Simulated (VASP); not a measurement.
**Lattice of SiNi across functionals and dispersion corrections**

Which functional gives the lattice of SiNi as experiment finds it, and is a dearer one worth its cost? The levels: LDA, PBEsol, PBE, r2SCAN, PBE + D3(BJ), r2SCAN + rVV10, revPBE + D3(BJ) and PBE + TS. The start is a cell from a database of measured crystal structures.

Main program and level: VASP 6.6.1; LDA, spin-polarised from a ferromagnetic start; plane waves and PAW (Si, Ni), in the first sound run; inputs show where later runs differ.

This is a report of a sequence of runs, with most program output left out.

## (1) Set-up

Before any relaxation, the start is as follows. It takes space group Pnma (No. 62, orthorhombic). Conventional cell: a = 5.173 Å, b = 3.338 Å, c = 5.605 Å, α = 90.00°, β = 90.00°, γ = 90.00°. Nearest to Si lie 6 Ni at 2.28 to 2.40 Å. Ni has 6 Si at 2.28 to 2.40 Å nearest. Farther neighbours are not listed.

## (2) Relaxation with LDA

The start need not lie at this functional's minimum. ISIF = 3 frees volume, shape and positions, and EDIFFG sets the threshold on forces and stress at which the search stops. LDA, the lowest rung, knows the local density alone.

Contents of INCAR:

```
SYSTEM = SiNi
PREC = Accurate
ENCUT = 520
EDIFF = 1E-06
NELM = 100
ISMEAR = -1
SIGMA = 0.05
LREAL = .FALSE.
ALGO = Normal
GGA = CA
NBANDS = 43
ISPIN = 2
MAGMOM = 0 0 0 0 1 1 1 1
LASPH = .TRUE.
LMAXMIX = 4
LORBIT = 11
LWAVE = .FALSE.
LCHARG = .FALSE.
KPAR = 8
IBRION = 2
NSW = 60
ISIF = 3
EDIFFG = -0.01
```

Contents of POSCAR:

```
SiNi
1.0
    5.1731000000      0.0000000000      0.0000000000
    0.0000000000      3.3381000000      0.0000000000
    0.0000000000      0.0000000000      5.6049000000
Si Ni
4 4
Direct
    0.3212800000      0.7500000000      0.0825000000
    0.1787200000      0.2500000000      0.5825000000
    0.8212800000      0.7500000000      0.4175000000
    0.6787200000      0.2500000000      0.9175000000
    0.0077900000      0.2500000000      0.1875200000
    0.4922100000      0.7500000000      0.6875200000
    0.5077900000      0.2500000000      0.3124800000
    0.9922100000      0.7500000000      0.8124800000
```

Contents of KPOINTS:

```
Automatic mesh
0
Gamma
5 7 4
0 0 0
```

The projector-augmented-wave data sets are Si and Ni (PBE family, release 64).

Run with:

```console
$ mpirun -np 8 vasp_std
```

Elapsed: 3.5 min, on 8 MPI ranks of Intel Xeon 6975P-C (Granite Rapids), shared host; peak memory 3.1 GiB; 23 min of CPU time.

The moments of the start collapse, so the state is non-magnetic; other starts or orders were not tried. The k-mesh is coarse for a metal. The PAW data sets were made with PBE, though LDA sets exist; this is a small mismatch. The run keeps the 8 symmetry operations of its start, so it cannot find a distortion of lower symmetry.

Step by step:

```
step  energy less that of the first step (eV)  largest force (eV/Å)  pressure (GPa)  volume (Å³)
   1                                   0.0000                0.1488           -7.81        96.79
   2                                   0.0150                0.1883           10.12        88.75
   3                                  -0.1064                0.1049            0.01        92.77
   4                                  -0.1064                0.1048            0.23        92.69
   5                                  -0.1101                0.0746            0.13        92.69
   6                                  -0.1130                0.0623            0.04        92.70
   7                                  -0.1160                0.0387           -0.15        92.75
   8                                  -0.1170                0.0522           -0.22        92.79
   9                                  -0.1171                0.0646           -0.09        92.80
  10                                  -0.1181                0.0284            0.12        92.70
  11                                  -0.1181                0.0299            0.06        92.67
  12                                  -0.1180                0.0366            0.14        92.60
  13                                  -0.1182                0.0316            0.15        92.65
  14                                  -0.1182                0.0087           -0.42        92.82
  15                                  -0.1184                0.0122           -0.10        92.74
  16                                  -0.1184                0.0114           -0.14        92.75
  17                                  -0.1184                0.0136            0.12        92.62
  18                                  -0.1184                0.0075            0.01        92.67
```

```
conventional cell, symmetrised  before  after  change
                         a (Å)   5.173  5.043  -2.5 %
                         b (Å)   3.338  3.352  +0.4 %
                         c (Å)   5.605  5.481  -2.2 %
              volume (Å³/atom)   12.10  11.58  -4.3 %
```

The atoms that moved most (Å, as changes of fractional coordinates times the final cell):

```
atom      dx     dy      dz  length
 Si3  -0.006  0.000  -0.030   0.031
 Si1  -0.006  0.000   0.030   0.031
 Si2   0.006  0.000   0.030   0.031
 Si4   0.006  0.000  -0.030   0.031
 Ni5   0.008  0.000   0.002   0.009
 Ni6  -0.008  0.000   0.002   0.009
 Ni8  -0.008  0.000  -0.002   0.009
 Ni7   0.008  0.000  -0.002   0.009
```

Final coordinates:

```
Si Ni
1.0
     5.04310    0.00000    0.00000
     0.00000    3.35243    0.00000
     0.00000    0.00000    5.48117
Si Ni
4 4
Direct
  0.32009 0.75000 0.08800
  0.17991 0.25000 0.58800
  0.82009 0.75000 0.41200
  0.67991 0.25000 0.91200
  0.00943 0.25000 0.18788
  0.49057 0.75000 0.68788
  0.50943 0.25000 0.31212
  0.99057 0.75000 0.81212
```

Numbers from this step:

```
electrons                       : 56
bands                           : 43
irreducible k points            : 36
symmetry operations             : 8
free energy (TOTEN)             : -54.9441 eV
energy at zero smearing         : -54.9394 eV
Fermi energy                    : 10.80 eV
pressure                        : 0.005622 GPa
metallic                        : yes
SCF cycles over all ionic steps : 130
```

The spin moment in the PAW sphere vanishes on all atoms.

It ends with a largest force of 0.007 eV/Å and a pressure of 0.01 GPa. The volume lies -4.3 % from that of the database's start, which holds the thermal and zero-point expansion of its experiment. LDA is known to overbind. The conventional cell has a = 5.043, b = 3.352 and c = 5.481 Å.

## (3) Relaxation with PBEsol

This step: PBEsol, spin-polarised from a ferromagnetic start; plane waves and PAW (Si, Ni) (VASP 6.6.1).

PBEsol restores the gradient expansion of exchange and is tuned for the cells of solids.

Edit INCAR of step 2 so:

```diff
@@ -9,3 +9,3 @@
 ALGO = Normal
-GGA = CA
+GGA = PS
 NBANDS = 43
```

POSCAR is that of step 2.

KPOINTS is that of step 2.

Run with:

```console
$ mpirun -np 8 vasp_std
```

Elapsed: 3 min, on 8 MPI ranks; peak memory 3.5 GiB.

The PAW data sets were made with PBE, which is usual practice but a small mismatch for other functionals.

Step by step:

| step | energy less that of the first step (eV) | largest force (eV/Å) | pressure (GPa) | volume (Å³) |
| --- | --- | --- | --- | --- |
| 1 | 0.0000 | 0.0693 | -4.09 | 96.79 |
| 2 | -0.0028 | 0.1061 | 4.59 | 92.52 |
| 3 | -0.0311 | 0.0703 | 0.18 | 94.56 |
| 4 | -0.0311 | 0.0700 | 0.09 | 94.60 |
| 5 | -0.0337 | 0.0575 | 0.06 | 94.62 |
| 6 | -0.0360 | 0.0411 | -0.24 | 94.64 |
| 7 | -0.0378 | 0.0363 | 0.26 | 94.46 |
| 8 | -0.0387 | 0.0386 | 0.59 | 94.25 |
| 9 | -0.0401 | 0.0442 | 0.14 | 94.47 |
| 10 | -0.0403 | 0.0473 | -0.14 | 94.59 |
| 11 | -0.0406 | 0.0311 | -0.13 | 94.55 |
| 12 | -0.0409 | 0.0132 | -0.06 | 94.48 |
| 13 | -0.0409 | 0.0130 | -0.03 | 94.48 |
| 14 | -0.0409 | 0.0053 | 0.05 | 94.46 |

```
conventional cell, symmetrised  before  after  change
                         a (Å)   5.173  5.077  -1.9 %
                         b (Å)   3.338  3.373  +1.0 %
                         c (Å)   5.605  5.516  -1.6 %
              volume (Å³/atom)   12.10  11.81  -2.4 %
```

The atoms that moved most (Å, as changes of fractional coordinates times the final cell):

| atom | dx | dy | dz | length |
| --- | --- | --- | --- | --- |
| Si1 | 0.001 | 0.000 | 0.028 | 0.028 |
| Si4 | -0.001 | 0.000 | -0.028 | 0.028 |
| Si3 | 0.001 | 0.000 | -0.028 | 0.028 |
| Si2 | -0.001 | 0.000 | 0.028 | 0.028 |
| Ni8 | -0.010 | 0.000 | 0.001 | 0.010 |
| Ni7 | 0.010 | 0.000 | 0.001 | 0.010 |
| Ni5 | 0.010 | 0.000 | -0.001 | 0.010 |
| Ni6 | -0.010 | 0.000 | -0.001 | 0.010 |

The relaxed structure:

```xyz
8
Lattice="5.0766 0.0000 0.0000 0.0000 3.3730 0.0000 0.0000 0.0000 5.5163" Properties=species:S:1:pos:R:3 pbc="T T T"
Si    1.6317    2.5297    0.4835
Si    0.9066    0.8432    3.2417
Si    4.1700    2.5297    2.2746
Si    3.4449    0.8432    5.0328
Ni    0.0496    0.8432    1.0336
Ni    2.4887    2.5297    3.7918
Ni    2.5878    0.8432    1.7245
Ni    5.0270    2.5297    4.4827
```

This step gave:

```
free energy (TOTEN)             : -52.2971 eV
energy at zero smearing         : -52.2922 eV
Fermi energy                    : 10.67 eV
pressure                        : 0.04810 GPa
SCF cycles over all ionic steps : 103
```

It ends at 11.81 Å³/atom, -2.4 % from the start, with 0.05 GPa left. The conventional cell has a = 5.077, b = 3.373 and c = 5.516 Å.

## (4) Relaxation with PBE

This step: PBE, spin-polarised from a ferromagnetic start; plane waves and PAW (Si, Ni) (VASP 6.6.1).

PBE, the usual starting point, adds the gradient of the density.

Edit INCAR of step 3 so:

```diff
@@ -9,3 +9,3 @@
 ALGO = Normal
-GGA = PS
+GGA = PE
 NBANDS = 43
```

POSCAR is that of step 3.

KPOINTS is that of step 3.

Run with:

```console
$ mpirun -np 8 vasp_std
```

Elapsed: 3.1 min, on 8 MPI ranks; peak memory 3.4 GiB.

Relaxation path:

```csv
step,energy less that of the first step (eV),largest force (eV/Å),pressure (GPa),volume (Å³)
1,0.0000,0.0511,1.79,96.79
2,-0.0034,0.0648,-1.64,98.69
3,-0.0071,0.0540,-0.14,97.88
4,-0.0071,0.0544,-0.34,97.94
5,-0.0071,0.0547,-0.32,97.91
6,-0.0091,0.0303,-0.06,97.86
7,-0.0096,0.0224,-0.13,97.83
8,-0.0096,0.0237,-0.07,97.82
9,-0.0099,0.0210,0.01,97.73
10,-0.0100,0.0203,0.18,97.63
11,-0.0102,0.0153,0.14,97.73
12,-0.0103,0.0140,0.04,97.78
13,-0.0102,0.0153,-0.14,97.88
14,-0.0103,0.0138,-0.05,97.81
15,-0.0104,0.0113,-0.04,97.79
16,-0.0104,0.0109,0.06,97.77
17,-0.0104,0.0050,-0.11,97.83
18,-0.0104,0.0085,-0.03,97.80
```

```
conventional cell, symmetrised  before  after  change
                         a (Å)   5.173  5.146  -0.5 %
                         b (Å)   3.338  3.378  +1.2 %
                         c (Å)   5.605  5.626  +0.4 %
              volume (Å³/atom)   12.10  12.22  +1.0 %
```

Final coordinates:

```
Si Ni
1.0
     5.14641    0.00000    0.00000
     0.00000    3.37780    0.00000
     0.00000    0.00000    5.62582
Si Ni
4 4
Direct
  0.32104 0.75000 0.08424
  0.17896 0.25000 0.58424
  0.82104 0.75000 0.41576
  0.67896 0.25000 0.91576
  0.00843 0.25000 0.18868
  0.49157 0.75000 0.68868
  0.50843 0.25000 0.31132
  0.99157 0.75000 0.81132
```

It ends at 12.22 Å³/atom, +1.0 % from the start, with -0.03 GPa left. The conventional cell has a = 5.146, b = 3.378 and c = 5.626 Å.

## (5) Relaxation with r2SCAN

This step: r2SCAN, spin-polarised from a ferromagnetic start; plane waves and PAW (Si, Ni) (VASP 6.6.1).

r2SCAN adds the kinetic-energy density, costs more than a GGA and is run with LASPH.

Edit INCAR of step 4 so:

```diff
@@ -9,3 +9,4 @@
 ALGO = Normal
-GGA = PE
+METAGGA = R2SCAN
+LASPH = .TRUE.
 NBANDS = 43
@@ -13,3 +14,2 @@
 MAGMOM = 0 0 0 0 1 1 1 1
-LASPH = .TRUE.
 LMAXMIX = 4
```

POSCAR is that of step 4.

KPOINTS is that of step 4.

Run with:

```console
$ mpirun -np 8 vasp_std
```

Wall time 8.4 min (8 MPI ranks); peak memory 3.5 GiB.

Step by step:

```
step  energy less that of the first step (eV)  largest force (eV/Å)  pressure (GPa)  volume (Å³)
   1                                   0.0000                0.1390           -3.24        96.79
   2                                  -0.0042                0.0544            3.77        93.40
   3                                  -0.0221                0.0607            0.32        94.98
   4                                  -0.0253                0.0377            0.16        95.10
   5                                  -0.0261                0.0312            0.02        95.20
   6                                  -0.0266                0.0272           -0.03        95.24
   7                                  -0.0268                0.0241           -0.13        95.29
   8                                  -0.0272                0.0177            0.10        95.15
   9                                  -0.0272                0.0171            0.04        95.13
  10                                  -0.0272                0.0192            0.22        95.10
  11                                  -0.0272                0.0182            0.15        95.12
  12                                  -0.0273                0.0184           -0.08        95.22
  13                                  -0.0273                0.0172           -0.02        95.20
  14                                  -0.0274                0.0058            0.01        95.19
```

```
conventional cell, symmetrised  before  after  change
                         a (Å)   5.173  5.088  -1.6 %
                         b (Å)   3.338  3.357  +0.6 %
                         c (Å)   5.605  5.573  -0.6 %
              volume (Å³/atom)   12.10  11.90  -1.7 %
```

Final coordinates:

```cif
data_structure
_symmetry_space_group_name_H-M 'P 1'
_symmetry_Int_Tables_number 1
_cell_length_a 5.0883
_cell_length_b 3.3566
_cell_length_c 5.5734
_cell_angle_alpha 90.000
_cell_angle_beta 90.000
_cell_angle_gamma 90.000
_cell_volume 95.19
loop_
_atom_site_label
_atom_site_type_symbol
_atom_site_fract_x
_atom_site_fract_y
_atom_site_fract_z
_atom_site_occupancy
Si1 Si 0.32115 0.75000 0.08397 1
Si2 Si 0.17885 0.25000 0.58397 1
Si3 Si 0.82115 0.75000 0.41603 1
Si4 Si 0.67885 0.25000 0.91603 1
Ni5 Ni 0.00797 0.25000 0.18930 1
Ni6 Ni 0.49203 0.75000 0.68930 1
Ni7 Ni 0.50797 0.25000 0.31070 1
Ni8 Ni 0.99203 0.75000 0.81070 1
```

It ends at 11.90 Å³/atom, -1.7 % from the start, with 0.01 GPa left. The conventional cell has a = 5.088, b = 3.357 and c = 5.573 Å.

## (6) Relaxation with PBE + D3(BJ)

This step: PBE with D3(BJ), spin-polarised from a ferromagnetic start; plane waves and PAW (Si, Ni) (VASP 6.6.1).

A dispersion term adds the long-range attraction that semilocal functionals lack. D3 with Becke-Johnson damping keeps a finite attraction at short range.

Edit INCAR of step 5 so:

```diff
@@ -9,4 +9,4 @@
 ALGO = Normal
-METAGGA = R2SCAN
-LASPH = .TRUE.
+GGA = PE
+IVDW = 12
 NBANDS = 43
@@ -14,2 +14,3 @@
 MAGMOM = 0 0 0 0 1 1 1 1
+LASPH = .TRUE.
 LMAXMIX = 4
```

POSCAR is that of step 5.

KPOINTS is that of step 5.

Run with:

```console
$ mpirun -np 8 vasp_std
```

It took 5.1 min on 8 MPI ranks; peak memory 3.6 GiB.

Dispersion corrections of this kind ignore metallic screening and tend to overbind metals.

It ends at 11.79 Å³/atom, -2.5 % from the start, with 0.08 GPa left. The conventional cell has a = 5.083, b = 3.357 and c = 5.529 Å. Against plain PBE, the dispersion term moves a by -1.2 %, b by -0.6 % and c by -1.7 %.

## (7) Relaxation with r2SCAN + rVV10

This step: r2SCAN with rVV10, spin-polarised from a ferromagnetic start; plane waves and PAW (Si, Ni) (VASP 6.6.1).

LUSE_VDW switches on a nonlocal correlation term for dispersion.

Edit INCAR of step 6 so:

```diff
@@ -9,4 +9,8 @@
 ALGO = Normal
-GGA = PE
-IVDW = 12
+METAGGA = R2SCAN
+LUSE_VDW = .TRUE.
+IVDW_NL = 2
+BPARAM = 11.95
+CPARAM = 0.0093
+LASPH = .TRUE.
 NBANDS = 43
@@ -14,3 +18,2 @@
 MAGMOM = 0 0 0 0 1 1 1 1
-LASPH = .TRUE.
 LMAXMIX = 4
```

POSCAR is that of step 6.

KPOINTS is that of step 6.

Run with:

```console
$ mpirun -np 8 vasp_std
```

It took 18 min on 8 MPI ranks; peak memory 5 GiB; 1.8 h of CPU time.

It ends at 11.82 Å³/atom, -2.3 % from the start, with 0.04 GPa left. The conventional cell has a = 5.077, b = 3.355 and c = 5.553 Å. Against plain r2SCAN, the dispersion term moves a by -0.2 %, b by -0.1 % and c by -0.4 %.

## (8) Relaxation with revPBE + D3(BJ)

This step: revPBE with D3(BJ), spin-polarised from a ferromagnetic start; plane waves and PAW (Si, Ni) (VASP 6.6.1).

revPBE by itself binds more weakly than PBE and expands cells; dispersion terms fitted to it are the larger for that.

Edit INCAR of step 7 so:

```diff
@@ -9,8 +9,4 @@
 ALGO = Normal
-METAGGA = R2SCAN
-LUSE_VDW = .TRUE.
-IVDW_NL = 2
-BPARAM = 11.95
-CPARAM = 0.0093
-LASPH = .TRUE.
+GGA = RE
+IVDW = 12
 NBANDS = 43
@@ -18,2 +14,3 @@
 MAGMOM = 0 0 0 0 1 1 1 1
+LASPH = .TRUE.
 LMAXMIX = 4
```

POSCAR is that of step 7.

KPOINTS is that of step 7.

Run with:

```console
$ mpirun -np 8 vasp_std
```

It took 3.7 min on 8 MPI ranks; peak memory 3.6 GiB.

It ends at 11.55 Å³/atom, -4.5 % from the start, with 0.06 GPa left. The conventional cell has a = 5.046, b = 3.346 and c = 5.472 Å.

## (9) Relaxation with PBE + TS

This step: PBE with TS, spin-polarised from a ferromagnetic start; plane waves and PAW (Si, Ni) (VASP 6.6.1).

The Tkatchenko-Scheffler scheme scales free-atom polarisabilities by Hirshfeld volumes.

Edit INCAR of step 8 so:

```diff
@@ -9,4 +9,4 @@
 ALGO = Normal
-GGA = RE
-IVDW = 12
+GGA = PE
+IVDW = 20
 NBANDS = 43
```

POSCAR is that of step 8.

KPOINTS is that of step 8.

Run with:

```console
$ mpirun -np 8 vasp_std
```

Wall time 5.5 min (8 MPI ranks); peak memory 3.5 GiB.

It ends at 11.60 Å³/atom, -4.1 % from the start, with -0.02 GPa left. The conventional cell has a = 5.042, b = 3.388 and c = 5.435 Å. Against plain PBE, the dispersion term moves a by -2.0 %, b by +0.3 % and c by -3.4 %.

## (10) The cells as a table

This step: relaxed cells at several levels; plane waves and PAW (VASP 6.6.1).

Derived from the runs above.

Lengths are those of the conventional cell; cost is the wall time of each run, as given at its step, times its ranks, without the set-up around it. Results by level, by row:

| level | volume (Å³/atom) | change from the start (%) | a (Å) | b (Å) | c (Å) | largest site moment (μB) | cost (core minutes) |
| --- | --- | --- | --- | --- | --- | --- | --- |
| LDA | 11.58 | -4.3 | 5.043 | 3.352 | 5.481 | 0 | 28.4 |
| PBEsol | 11.81 | -2.4 | 5.077 | 3.373 | 5.516 | 0 | 24 |
| PBE | 12.22 | 1 | 5.146 | 3.378 | 5.626 | 0 | 24.8 |
| r2SCAN | 11.9 | -1.7 | 5.088 | 3.357 | 5.573 | 0 | 67.2 |
| PBE + D3(BJ) | 11.79 | -2.5 | 5.083 | 3.357 | 5.529 | 0 | 40.7 |
| r2SCAN + rVV10 | 11.82 | -2.3 | 5.077 | 3.355 | 5.553 | 0 | 145 |
| revPBE + D3(BJ) | 11.55 | -4.5 | 5.046 | 3.346 | 5.472 | 0 | 29.3 |
| PBE + TS | 11.6 | -4.1 | 5.042 | 3.388 | 5.435 | 0 | 44.1 |

## (11) Outcome

```json
{
 "volume, LDA": "11.58 Å³/atom",
 "volume, PBEsol": "11.81 Å³/atom",
 "volume, PBE": "12.22 Å³/atom",
 "volume, r2SCAN": "11.90 Å³/atom",
 "volume, PBE + D3(BJ)": "11.79 Å³/atom",
 "volume, r2SCAN + rVV10": "11.82 Å³/atom",
 "volume, revPBE + D3(BJ)": "11.55 Å³/atom",
 "volume, PBE + TS": "11.60 Å³/atom"
}
```

What this shows: For SiNi the levels give volumes between 11.55 Å³/atom (revPBE + D3(BJ)) and 12.22 Å³/atom (PBE), a spread of 5.9 %, while the cost of the finished runs spans a factor of 6.1. Against the volume of the start, a cell from experiment, PBE comes nearest (+1.0 %) and revPBE + D3(BJ) lies farthest (-4.5 %); thermal expansion is in that cell alone. Within 2 % of it: PBE and r2SCAN. The costs hold the number of ionic steps as well as the price of the functional. Against the listed lengths the levels give a from -2.5 % to -0.5 %, b from +0.2 % to +1.5 % and c from -3.0 % to +0.4 %. All runs lost the moments they were started with, so they describe a non-magnetic state; an order that doesn't fit this cell would change the volume. Adding D3(BJ) to PBE changes the volume by -3.5 % (a by -1.2 %, b by -0.6 % and c by -1.7 %). Adding rVV10 to r2SCAN changes the volume by -0.6 % (a by -0.2 %, b by -0.1 % and c by -0.4 %). Adding TS to PBE changes the volume by -5.1 % (a by -2.0 %, b by +0.3 % and c by -3.4 %). Pairwise corrections of the D and TS kind ignore the screening in a metal, so they may overbind here. Within 0.02 Å all end in space group Pnma; the runs can't lower the symmetry of the start. The k-sampling is coarse for a metal, so the Fermi level, moments, pressures and the shape of the cell carry errors. Only the typed magnetic starts were tried, so the magnetic ground state may differ and with it the other results. Each is a single relaxation on the plane waves of the start cell, so larger changes of volume carry a basis-set error that was not tested here. Zero-point and thermal expansion are not included.

[Lines on the potential files, build, host, timing and source positions are cut from VASP's logs without a mark.]

[Logs are printed without paths, hosts, clocks, repeated set-up lines and the standing remarks that a program may print on its own settings, such as how far it seeks lower states.]

[Hosts, paths, dates, database ids (printed as entryN), source tags and the programs' standing remarks are cut or masked in the printed files.]

[A measured line is paired with the nearest computed mode of its activity, which favours agreement.]
